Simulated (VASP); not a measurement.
Be3Se2S:

```
CELL_PARAMETERS angstrom
-1.79633 5.38785 2.53857
1.79633 -5.38785 2.53857
1.79633 5.38785 -2.53857
ATOMIC_POSITIONS crystal
Be 0.40089 0.24104 0.15985
Be 0.08119 0.24104 0.84015
Be 0.76752 0.26752 0.50000
Se 0.33479 0.00025 0.33454
Se 0.66571 0.00025 0.66546
S 0.99991 0.99991 0.00000
```

The cell was built by a generator and needn't be a form met in nature.

Base run:

* Program: VASP 6.6.1
* Functional: PBEsol
* Potentials or basis: VASP PAW PBE potentials, release 64 (Be, Se, S)
* Cutoff: 520 eV
* k mesh: 8 × 8 × 8
* Occupations: gaussian, width 0.03 eV
* Spin: no spin polarisation

Its results: band gap on the k mesh 2.52 eV, indirect (least direct gap 2.69 eV); pressure -2.1 GPa.

**Question.** The run is repeated on the same cell with these changes: functional from PBEsol to PBE. What comes out?

**Answer.** Band gap on the k mesh 2.68 eV, indirect (least direct gap 2.85 eV); pressure 0.0 GPa.

PBE binds less tightly than PBEsol, so the same cell stands under more pressure.

Caveats: the PAW data sets were made with another functional, which shifts forces and pressure a little (some runs).
